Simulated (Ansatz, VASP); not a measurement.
## NiO: VASP beside Ansatz

One calculation is typed for both programs; each brings its own data sets. How far apart do they land? The cell is taken from a series of runs on this material, whose earlier steps may have relaxed, scaled, displaced or heated it; both programs get it as it stands.

Program: Ansatz 0.2.0. Level of theory: plane waves, with VASP 6.6.1 beside it; zone-centre phonons at r2SCAN. Results are calculated unless marked as measured.

## 1. The starting structure

It takes space group Fm-3m (No. 225, cubic). The conventional cell has a = 4.189 Å, b = 4.189 Å, c = 4.189 Å, α = 90.00°, β = 90.00°, γ = 90.00°. Nearest to Ni lie 6 O at 2.09 Å. Nearest to O lie 6 Ni at 2.09 Å. Farther neighbours and most contacts between anions are not listed.

## 2. Ansatz: zone-centre phonons, r2SCAN

Ansatz runs on its default PAW (the set named soft_2) files.

Second derivatives magnify differences that forces hide, and they need a tight electronic threshold.

input.yaml

```yaml
crystal:
  lattice:
    - [0.0, 2.0943189633, 2.0943189633]
    - [2.0943189633, 0.0, 2.0943189633]
    - [2.0943189633, 2.0943189633, 0.0]
  atoms:
    - { symbol: Ni, position: [0.0, 0.0, 0.0], spin: 1.84 }
    - { symbol: O, position: [0.5, 0.5, 0.5], spin: 0.31 }
kpoints:
  mp_grid: { grid: [22, 22, 22] }
hamiltonian:
  xc: r2scan
scf:
  occupations: { method: gaussian, width: 0.15 }
output:
  eigenvalues: true
magnetization:
  spin_polarized: true
phonons:
  method: fd
  dielectric: false
  supercell: [1, 1, 1]
```

Run with:

```
> ansatz run input.yaml --threads 4 --pin off --max-ram 7168MiB --backend cpu --events-out ev --progress --plain --runs-dir out
```

Numbers of over 12 decimals in the logs are rounded to 6 here.

The log of the run:

```text
Engine: ansatz 0.2.0, aarch64-unknown-linux-gnu
Pseudopotentials: kind: paw
Pseudopotential: Ni, paw, valence charge 18, recommended cutoff 500 eV (meta_gga), Ni.paw.azcp
Pseudopotential: O, paw, valence charge 6, recommended cutoff 500 eV (meta_gga), O.paw.azcp
Functional definition: r2SCAN
  parameter k0 = 0.174
  parameter k1 = 0.065
  parameter a1 = 4.9479
  exchange = r2scan_x(k0 = k0, k1 = k1, a1 = a1)
  correlation = r2scan_c
Crystal: 2 atoms, lattice volume = 18.372 Å³
Basis set: ecut = 500 eV, 459 PW (Γ), exchange–correlation on 192×192×192 points (512 copies of the dense FFT grid, shifted against one another)
Bands: 18, of which v1, the nominal top of the filled ones, is band 12 counted from 1 (11 counted from 0)
Symmetry: 48 space group operations
Space group: Fm-3m (ITA 225), of the structure as read, at distance tolerance 2.6e-5 Å
Magnetic group: BNS 225.116 (UNI 1618), of the structure as read, at distance tolerance 2.6e-5 Å
k-points: 328 of 10648
Non-local potential: Ni, projectors of the file, l = 0: 3, l = 1: 2, l = 2: 3, l = 3: 1
Non-local potential: O, projectors of the file, l = 0: 2, l = 1: 2, l = 2: 1
PAW form: soft (Blöchl's): semilocal exchange-correlation on the pseudo side does not see the compensation charge
PAW frozen core: Ni, regenerated for the run's functional (the file was generated under x = pbe(κ = 0.804, μ = 0.219515), c = pbe(β = 0.066725))
PAW frozen core: O, regenerated for the run's functional (the file was generated under x = pbe(κ = 0.804, μ = 0.219515), c = pbe(β = 0.066725))
PAW one-centre angular grid: Ni, 590 points (default); XC on 160 Gauss nodes
PAW one-centre angular grid: O, 302 points (default); XC on 160 Gauss nodes
Initial density: superposition of atomic densities (chi_scale 0.1, normalization cell, long waves kept (reshape's long-wave potential 0.00 eV rms))
Starting moments: Σ|m| = 2.15 μB on 2 of 2 sites
Initial wavefunctions: pseudopotential atomic-orbital guess
Functional: x = r2scan, c = r2scan; τ floored in thin density (d = 2e-4 eV/Å³)
SCF 1 converged in 13 iterations: F = -6413.439813 eV  dr2 = 4.74e-9
  greatest PAW one-centre occupation: 1.003 electrons in one spin orbital (limit 2), on the Ni atom at site 0 (counted from 0), in its partial waves of l = 1
Initial density: read from a saved state, or passed on in memory by an earlier SCF of this step, an earlier step, the calling program or the single point that the run made first
Stability of the state it starts from, as read at its close in the collinear treatment: not read, because the mixer in use, unlike msr1, does not test its closes by its own steps (another_mixer); its run was given moments
Starting moments: Σ|m| = 2.15 μB on 2 of 2 sites; this step starts from the density that it was given
iter 1 solved again at ethr=3.63e-9 eV; its pass at ethr=3.10e-3 eV (dr2=8.71e-7 eV) is discarded
SCF iter   1: F=—  HF=-6413.439813 eV  |F-HF|=—  |Δ(HF+E_count)|=         —  Δρ=2.64e-5 (↑1.93e-5 ↓2.64e-5)  dr2=1.74e-7  dr2_τ=1.21e-9  dr2_m=7.40e-9  M=2.000 μB ∫|m|=2.017 μB  β_m=1.00  ethr=3.63e-9  ⟨swp⟩=4.0  Hψ=93725  notcnv=0
preconditioner: auto → none  [insulator: Δε(μ)=0.823 eV  Ē_g=17.541 eV  σ=0.150 eV  W_gap=1.00  n_scr=8 (ndim 8)  ℏωp=34.7 eV  f_vac=0.000  D(μ)=0.00/eV (n_scr^D=0)  ε∞_Penn≈4.9]
SCF iter   2: F=—  HF=-6413.439813 eV  |F-HF|=—  |Δ(HF+E_count)|=   2.59e-7  Δρ=1.92e-5 (↑1.12e-5 ↓1.92e-5)  dr2=8.31e-8  dr2_τ=2.00e-9  dr2_m=6.26e-9  M=2.000 μB ∫|m|=2.017 μB  β_m=1.00  ethr=7.27e-10  ⟨swp⟩=2.3  Hψ=18629  notcnv=0  κ⁻¹=1.0e0(r=1)
SCF iter   3: F=—  HF=-6413.439813 eV  |F-HF|=—  |Δ(HF+E_count)|=   3.65e-8  Δρ=7.58e-6 (↑4.29e-6 ↓7.58e-6)  dr2=1.23e-8  dr2_τ=1.66e-10  dr2_m=1.10e-9  M=2.000 μB ∫|m|=2.017 μB  β_m=1.00  ethr=3.46e-10  ⟨swp⟩=2.1  Hψ=15051  notcnv=0  κ⁻¹=1.1e-3(r=2)
SCF iter   4: F=—  HF=-6413.439813 eV  |F-HF|=—  |Δ(HF+E_count)|=   2.85e-9  Δρ=1.97e-6 (↑1.97e-6 ↓1.60e-6)  dr2=5.26e-10  dr2_τ=2.06e-11  dr2_m=4.06e-11  M=2.000 μB ∫|m|=2.017 μB  β_m=1.00  ethr=5.11e-11  ⟨swp⟩=2.0  Hψ=19074  notcnv=0  κ⁻¹=2.8e-4(r=3)
SCF iter   5: F=—  HF=-6413.439813 eV  |F-HF|=—  |Δ(HF+E_count)|=   1.03e-8  Δρ=3.11e-6 (↑2.87e-6 ↓3.11e-6)  dr2=2.69e-9  dr2_τ=2.45e-11  dr2_m=4.61e-11  M=2.000 μB ∫|m|=2.017 μB  β_m=1.00  ethr=2.19e-12  ⟨swp⟩=2.4  Hψ=20747  notcnv=0  κ⁻¹=9.5e-5(r=4)
SCF iter   6: F=—  HF=-6413.439813 eV  |F-HF|=—  |Δ(HF+E_count)|=  3.08e-10  Δρ=2.11e-6 (↑2.03e-6 ↓2.11e-6)  dr2=1.22e-9  dr2_τ=1.08e-11  dr2_m=1.74e-11  M=2.000 μB ∫|m|=2.017 μB  β_m=1.00  ethr=2.19e-12  ⟨swp⟩=2.4  Hψ=16695  notcnv=0  κ⁻¹=7.9e-6(r=5)
SCF iter   7: F=—  HF=-6413.439813 eV  |F-HF|=—  |Δ(HF+E_count)|=   1.11e-9  Δρ=2.02e-7 (↑1.83e-7 ↓2.02e-7)  dr2=2.02e-11  dr2_τ=3.26e-13  dr2_m=4.42e-13  M=2.000 μB ∫|m|=2.017 μB  β_m=1.00  ethr=2.19e-12  ⟨swp⟩=2.0  Hψ=19355  notcnv=0  κ⁻¹=8.7e-7(r=6)
[...]
SCF 2 converged in 10 iterations: F = -6413.439813 eV  dr2 = 4.89e-12
Initial density: handed on by an earlier stage of this run
Initial wavefunctions: those handed on with the density
iter 1 solved again at ethr=1.00e-12 eV; its pass at ethr=3.10e-3 eV (dr2=4.93e-12 eV) is discarded
SCF iter   1: F=—  HF=-6413.439813 eV  |F-HF|=—  |Δ(HF+E_count)|=         —  Δρ=1.49e-7 (↑6.87e-8 ↓1.49e-7)  dr2=4.89e-12  dr2_τ=3.73e-14  dr2_m=3.90e-13  M=2.000 μB ∫|m|=2.017 μB  β_m=1.20  ethr=1.00e-12  ⟨swp⟩=2.3  Hψ=62382  notcnv=0
preconditioner: auto → none  [insulator: Δε(μ)=0.824 eV  Ē_g=17.541 eV  σ=0.150 eV  W_gap=1.00  n_scr=8 (ndim 8)  ℏωp=34.7 eV  f_vac=0.000  D(μ)=0.00/eV (n_scr^D=0)  ε∞_Penn≈4.9]
[...]
SCF 3 converged in 2 iterations: F = -6413.439813 eV  dr2 = 3.56e-13
Symmetry: 8 space group operations
k-points: 834 of 10648 (time reversal used)
[...]
SCF 4 converged in 9 iterations: F = -6413.439802 eV  dr2 = 1.90e-13
iter 1 solved again at ethr=2.89e-8 eV; its pass at ethr=3.10e-3 eV (dr2=6.94e-6 eV) is discarded
SCF iter   1: F=—  HF=-6413.439799 eV  |F-HF|=—  |Δ(HF+E_count)|=         —  Δρ=1.33e-4 (↑5.36e-5 ↓1.33e-4)  dr2=4.24e-6  dr2_τ=1.69e-7  dr2_m=5.63e-7  M=2.000 μB ∫|m|=2.017 μB  β_m=1.20  ethr=2.89e-8  ⟨swp⟩=2.5  Hψ=148557  notcnv=0  defer=107
SCF iter   2: F=—  HF=-6413.439801 eV  |F-HF|=—  |Δ(HF+E_count)|=   1.48e-6  Δρ=5.19e-5 (↑5.15e-5 ↓5.19e-5)  dr2=1.39e-6  dr2_τ=2.75e-8  dr2_m=4.34e-9  M=2.000 μB ∫|m|=2.017 μB  β_m=1.20  ethr=1.76e-8  ⟨swp⟩=2.5  Hψ=43438  notcnv=0  defer=107  κ⁻¹=1.0e0(r=1)
SCF iter   3: F=—  HF=-6413.439802 eV  |F-HF|=—  |Δ(HF+E_count)|=   1.07e-6  Δρ=3.07e-5 (↑2.56e-5 ↓3.07e-5)  dr2=2.71e-7  dr2_τ=7.03e-9  dr2_m=7.79e-9  M=2.000 μB ∫|m|=2.017 μB  β_m=1.20  ethr=5.80e-9  ⟨swp⟩=2.3  Hψ=40940  notcnv=0  defer=107  κ⁻¹=1.7e-1(r=2)
SCF iter   4: F=—  HF=-6413.439802 eV  |F-HF|=—  |Δ(HF+E_count)|=   3.03e-7  Δρ=1.36e-5 (↑1.36e-5 ↓1.26e-5)  dr2=3.78e-8  dr2_τ=1.07e-9  dr2_m=2.66e-10  M=2.000 μB ∫|m|=2.017 μB  β_m=1.20  ethr=1.13e-9  ⟨swp⟩=2.1  Hψ=40400  notcnv=0  defer=107  κ⁻¹=1.2e-2(r=3)
SCF iter   5: F=—  HF=-6413.439802 eV  |F-HF|=—  |Δ(HF+E_count)|=   6.32e-8  Δρ=7.18e-6 (↑5.82e-6 ↓7.18e-6)  dr2=9.52e-9  dr2_τ=2.63e-10  dr2_m=2.44e-10  M=2.000 μB ∫|m|=2.017 μB  β_m=1.20  ethr=1.58e-10  ⟨swp⟩=2.7  Hψ=43861  notcnv=0  defer=107  κ⁻¹=4.1e-3(r=4)
SCF iter   6: F=—  HF=-6413.439802 eV  |F-HF|=—  |Δ(HF+E_count)|=   1.40e-8  Δρ=7.06e-7 (↑7.06e-7 ↓5.99e-7)  dr2=8.89e-11  dr2_τ=5.32e-12  dr2_m=9.55e-12  M=2.000 μB ∫|m|=2.017 μB  β_m=1.20  ethr=3.96e-11  ⟨swp⟩=2.0  Hψ=43147  notcnv=0  defer=107  κ⁻¹=2.4e-4(r=5)
SCF iter   7: F=—  HF=-6413.439802 eV  |F-HF|=—  |Δ(HF+E_count)|=  3.76e-10  Δρ=3.59e-7 (↑3.50e-7 ↓3.59e-7)  dr2=2.73e-11  dr2_τ=1.50e-12  dr2_m=3.76e-13  M=2.000 μB ∫|m|=2.017 μB  β_m=1.20  ethr=1.00e-12  ⟨swp⟩=2.6  Hψ=45330  notcnv=0  defer=107  κ⁻¹=9.1e-6(r=6)
SCF iter   8: F=—  HF=-6413.439802 eV  |F-HF|=—  |Δ(HF+E_count)|=  1.09e-10  Δρ=1.25e-7 (↑1.25e-7 ↓1.25e-7)  dr2=2.43e-12  dr2_τ=2.03e-13  dr2_m=1.73e-13  M=2.000 μB ∫|m|=2.017 μB  β_m=1.20  ethr=1.00e-12  ⟨swp⟩=4.8  Hψ=127391  notcnv=0  κ⁻¹=1.9e-6(r=7)
SCF iter   9: F=-6413.439802 eV  HF=-6413.439802 eV  |F-HF|=1.82e-12  |Δ(HF+E_count)|=  1.55e-11  Δρ=4.01e-8 (↑4.01e-8 ↓3.95e-8)  dr2=1.88e-13  dr2_τ=2.36e-14  dr2_m=1.26e-14  M=2.000 μB ∫|m|=2.017 μB  ethr=1.00e-12  ⟨swp⟩=5.0  Hψ=103726  notcnv=0
SCF 5 converged in 9 iterations: F = -6413.439802 eV  dr2 = 1.88e-13
SCF converged after 2 iterations
Stability not checked: this state was not tested for a lower state beside it, because the mixer in use, unlike msr1, does not test its closes by its own steps (another_mixer; see scf.mixing.algorithm and scf.lower_state_search)
Magnetization: 2.0000 μB (13.0000 up, 11.0000 down)
Absolute magnetization: 2.0153 μB (∫|ρ↑−ρ↓|, with the PAW one-centre terms)
Spin contamination: 0.0025 ħ² per cell (⟨S²⟩ above its minimum at these occupations)
Per-site moments (μB) at R_I (Å): [(1.669447, 0.863907), (0.285198, 0.863907)]
Free energy (F): -6413.439813 eV
Harris-Foulkes:  -6413.439813 eV  (|F-HF|=0.00e0)
Internal energy: -6413.439813 eV  (E = F + TS)
E sigma→0 (E₀):  -6413.439813 eV
Entropy (-TS):   -0.000000 eV (-0.000 meV/atom)
Fermi energy:    14.288501 eV
--- Per-component energies (eV) ---
  E_band       = -364.893661
  E_kinetic    = 451.266233
  E_local      = -4015.367502  (includes V_loc(G=0)·N_el)
  E_nonlocal   = 696.571283
  E_hartree    = 1654.188526
  E_xc         = -149.793496
  E_vxc        = -217.931430  (∫ρ·V_xc dr)
  E_paw        = -1808.256382  (= ΣΔE_a)
  E_vpaw       = -602.235989  (= ΣTr[D̂ρ^β])
  E_aug_tail   = 0.001014  (compensation charges beyond the density's cutoff)
  E_vtau       = 14.425701  (kinetic-family band-sum trace: ∫τ·v_τ [+ j·A + Jᵃ·Aᵃ] dr)
  E_ewald      = -3241.717478
  E_core_change = -0.332010  (= ΣΔE_core)
  E_smearing   = -0.000000  (= −TS)
  E_closure    = 0.000000  (closes the sum)
  Σ components = -6413.439813   (vs F -6413.439813, Δ=0.00e0)
--- Forces (eV/Å), atoms counted from 1 ---
  atom   1  Ni     0.00000000    -0.00000000     0.00000000
  atom   2  O      0.00000000    -0.00000000     0.00000000
  max |Σ_I F_I| component: 5.26e-29 eV/Å
--- Band table (eV; the first three rows and the last of 656) ---
  k-point 0 ↑: bands = [... 8 lower, 10.7994, 10.7994, 11.0727, 11.0727, 11.0727, 15.9372, 32.5387, 33.4283, ... 2 higher]
  k-point 1 ↑: bands = [... 8 lower, 10.7680, 10.7680, 11.1620, 11.2482, 11.2482, 16.0995, 31.7445, 33.3705, ... 2 higher]
  k-point 2 ↑: bands = [... 8 lower, 10.7724, 10.7724, 11.2581, 11.5845, 11.5845, 16.5315, 30.5649, 33.1497, ... 2 higher]
  k-point 327 ↓: bands = [... 8 lower, 12.4291, 12.5836, 12.7037, 15.5552, 16.2104, 23.7344, 25.8700, 25.9347, ... 2 higher]
--- Phonons: 2 displaced members + reference (amplitude 0.0025 Å, Σ member SCF iterations 18) ---
  symmetry images taken by strict's conditions (phonons.symmetry_images: auto; settled by no image being taken that strict refuses)
  ASR residual: 2.727e-4 → 0.000e0 eV/Å²; symmetrization residual: 8.113e-5 eV/Å²
  largest component of a force at the reference: 4.2e-29 eV/Å
  ASR residual per site (eV/Å²): 1.32e-4 2.73e-4
  Γ frequencies (cm⁻¹): 0.00 0.00 0.00 270.40 270.40 270.40
  density of states and harmonic sums: on the 25×25×25 q-mesh, interpolated from the force constants of a 1×1×1 supercell (no non-analytic term)
  largest difference from the sums on the solved wave vectors: F 5.05e-1 eV, S 7.63e-4 and C_V 2.58e-4 eV/K
  zero-point energy: 0.066314 eV/cell   skipped modes (ω ≤ 0): 3   left out of the sums: 3.20e-5 of the cell's modes: C_V's classical limit lies that fraction below 3 k_B per atom; for a crystal, a wire or a layer, F and S can be off by more, and a phonons.interpolated_qmesh denser along its periods is the remedy for the sampling
```

(Continued in part 2 of 2.)

[Lines on the potential files, build, host, timing and source positions are cut from VASP's logs without a mark.]

[Logs are printed without paths, hosts, clocks, repeated set-up lines and the standing remarks that a program may print on its own settings, such as how far it seeks lower states.]

[Hosts, paths, dates, database ids (printed as entryN), source tags and the programs' standing remarks are cut or masked in the printed files.]
